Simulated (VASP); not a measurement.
Data:

```
CaSe
1.0
    0.00000     2.92496     2.92496
    2.92496     0.00000     2.92496
    2.92496     2.92496     0.00000
Ca Se
1 1
Direct
  0.00000   0.00000   0.00000
  0.50000   0.50000   0.50000
```

The numbers are results of rev-vdW-DF2, VASP's PBE PAW potentials (set 64) (plane waves; VASP), not measurements. Numerical set-up: 520 eV cut-off, 8×8×8 Γ-centred mesh, Gaussian smearing of 0.050 eV, potentials Ca_sv Se.

Predict the energy per atom (σ→0), pressure, band gap (on the k-mesh) with the smallest direct gap where there is one.

- band gap (on the k-mesh) = 1.90 eV
- smallest direct gap (on the k-mesh) = 2.87 eV
- energy per atom (σ→0) = -3054 meV/atom
- pressure = 17.0 kbar

The absolute energy has meaning only against runs of the same code, potentials and settings.

The compound is CaSe in the rock salt structure. This cell is one point of a volume scan, at 0.97 of the reference volume.
